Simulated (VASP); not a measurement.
Level of theory: PBE GGA, VASP's PBE PAW potentials (set 64) (plane waves; VASP 6.6.1).

VASP ran on this input.

### INCAR
```
SYSTEM = Tc
PREC = Accurate
ENCUT = 400
EDIFF = 1E-6
NELM = 100
ALGO = Normal
LREAL = .FALSE.
LASPH = .TRUE.
ISMEAR = 1
SIGMA = 0.02
GGA = PE
LMAXMIX = 4
LWAVE = .FALSE.
LCHARG = .FALSE.
ISIF = 2
```

File KPOINTS:
```
Automatic mesh
0
Gamma
14 14 8
0 0 0
```

File POSCAR:
```
Tc
1.0
  1.3700000000  -2.3729100000   0.0000000000
  1.3700000000   2.3729100000   0.0000000000
  0.0000000000   0.0000000000   4.3900000000
Tc
2
Cart
  1.3700000000   0.7909715819   1.0975000000
  1.3700000000  -0.7909715819   3.2925000000
```

POTCAR, in this order: Tc_pv (PBE.64 set). Program: vasp_std.

Question: Estimate the energy per atom (σ→0), pressure, band gap (on the k-mesh).

Answer: 
| Item | Result |
|---|---|
| energy per atom (σ→0) | -10.349 eV/atom |
| band gap (on the k-mesh) | none (metal, semimetal or under 0.01 eV) |
| pressure | 16.0 kbar |

File OSZICAR:
```
...
DAV:   5    -0.221472323356E+02   -0.56143E-03   -0.56140E-03  4627   0.636E-01    0.237E+01
DAV:   6    -0.208602038131E+02    0.12870E+01   -0.31132E+00  4324   0.175E+01    0.740E+00
DAV:   7    -0.207072695893E+02    0.15293E+00   -0.58747E-01  4672   0.688E+00    0.889E-01
DAV:   8    -0.206977002084E+02    0.95694E-02   -0.10582E-02  4203   0.113E+00    0.252E-01
DAV:   9    -0.206977156164E+02   -0.15408E-04   -0.42153E-04  4829   0.174E-01    0.225E-02
DAV:  10    -0.206977112145E+02    0.44018E-05   -0.19735E-05  4319   0.387E-02    0.118E-02
DAV:  11    -0.206977107439E+02    0.47061E-06   -0.13449E-06  2219   0.121E-02
   1 F= -.20697711E+02 E0= -.20697664E+02  d E =-.139602E-03
```

The compound is Tc in the hcp structure. The cell was not relaxed at this level. The run is one of a series of settings (SIGMA = 0.02 against the base run), some of them coarse on purpose.
